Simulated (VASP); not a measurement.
Level of theory: PBE GGA, VASP's PBE PAW potentials (set 64) (plane waves; VASP).

VASP input:

**INCAR**
```
! general
SYSTEM  = Tc
PREC    = Accurate
ENCUT   = 500   ! plane-wave cut-off (eV)
LREAL   = .FALSE.   ! projection in real space or not
LASPH   = .TRUE.   ! aspherical one-centre terms

! electronic loop
EDIFF   = 1E-6
NELM    = 100   ! most electronic steps
ALGO    = Normal   ! blocked Davidson
LMAXMIX = 4

! smearing
ISMEAR  = 1   ! Methfessel-Paxton
SIGMA   = 0.1   ! width (eV)

! functional
GGA     = PE

! ions
IBRION  = 2   ! conjugate gradients
NSW     = 40   ! most ionic steps
ISIF    = 3   ! ions, shape and volume
EDIFFG  = -0.02   ! ionic stop

! output
LWAVE   = .FALSE.
LCHARG  = .FALSE.
```

### KPOINTS
```
Automatic mesh
0
Gamma
15 15 8
0 0 0
```

### POSCAR
```
Tc
1
    1.3749922622    -2.3815568560    -0.0000000000
    1.3749922622     2.3815568560     0.0000000000
   -0.0000000000     0.0000000000     4.3951758339
Tc
2
Direct
  0.3333330000   0.6666670000   0.2500000000
  0.6666670000   0.3333330000   0.7500000000
```

POTCAR, in this order: Tc_pv (PBE.64 set). Program: vasp_std.

The resulting files:

### OSZICAR
```
       N       E                     dE             d eps       ncg     rms          rms(c)
DAV:   1     0.307610074558E+03    0.30761E+03   -0.16422E+04  4598   0.156E+03
DAV:   2    -0.140441677941E+02   -0.32165E+03   -0.31839E+03  5085   0.449E+02
DAV:   3    -0.220802877649E+02   -0.80361E+01   -0.78767E+01  5548   0.814E+01
DAV:   4    -0.221578046180E+02   -0.77517E-01   -0.77385E-01  4956   0.789E+00
DAV:   5    -0.221585034748E+02   -0.69886E-03   -0.69873E-03  5156   0.720E-01    0.234E+01
DAV:   6    -0.208514490846E+02    0.13071E+01   -0.32420E+00  4877   0.178E+01    0.713E+00
DAV:   7    -0.207080499176E+02    0.14340E+00   -0.56213E-01  5251   0.668E+00    0.909E-01
DAV:   8    -0.206989205748E+02    0.91293E-02   -0.10178E-02  4719   0.107E+00    0.137E-01
DAV:   9    -0.206990376952E+02   -0.11712E-03   -0.26175E-04  5459   0.145E-01    0.196E-02
DAV:  10    -0.206990346436E+02    0.30516E-05   -0.13516E-05  4898   0.320E-02    0.101E-02
DAV:  11    -0.206990341282E+02    0.51538E-06   -0.13753E-06  2508   0.125E-02
   1 F= -.20699034E+02 E0= -.20699347E+02  d E =-.206990E+02
```

**OUTCAR**
```
------------------------ aborting loop because EDIFF is reached ----------------------------------------
  FORCE on cell =-STRESS in cart. coord.  units (eV):
  Direction    XX          YY          ZZ          XY          YZ          ZX
  --------------------------------------------------------------------------------------
  Total        0.0033636      0.0033636     -0.0025864     -0.0000000     -0.0000000     -0.0000000
  in kB        0.1872176      0.1872176     -0.1439589     -0.0000000     -0.0000000     -0.0000000
  external PRESSURE =       0.0768255 kB  Pullay stress =       0.0000000 kB
  volume of cell :       28.79
      direct lattice vectors                 reciprocal lattice vectors
     1.374992262 -2.381556856  0.000000000     0.363638410 -0.209946699  0.000000000
     1.374992262  2.381556856  0.000000000     0.363638410  0.209946699  0.000000000
     0.000000000  0.000000000  4.395175834     0.000000000  0.000000000  0.227522183
 POSITION                                       TOTAL-FORCE (eV/Angst)
 -----------------------------------------------------------------------------------
      1.37499      0.79385      1.09879        -0.000000     -0.000000      0.000000
      1.37499     -0.79385      3.29638         0.000000      0.000000      0.000000
 -----------------------------------------------------------------------------------
    total drift:                               -0.000000      0.000620     -0.000043
  FREE ENERGIE OF THE ION-ELECTRON SYSTEM (eV)
  ---------------------------------------------------
  free  energy   TOTEN  =       -20.6990341282 eV

  energy  without entropy=      -20.6999726343  energy(sigma->0) =      -20.69934696

 reached required accuracy - stopping structural energy minimisation
```
(Selected blocks of OUTCAR.)

The compound is Tc in the hcp structure. It was relaxed first.
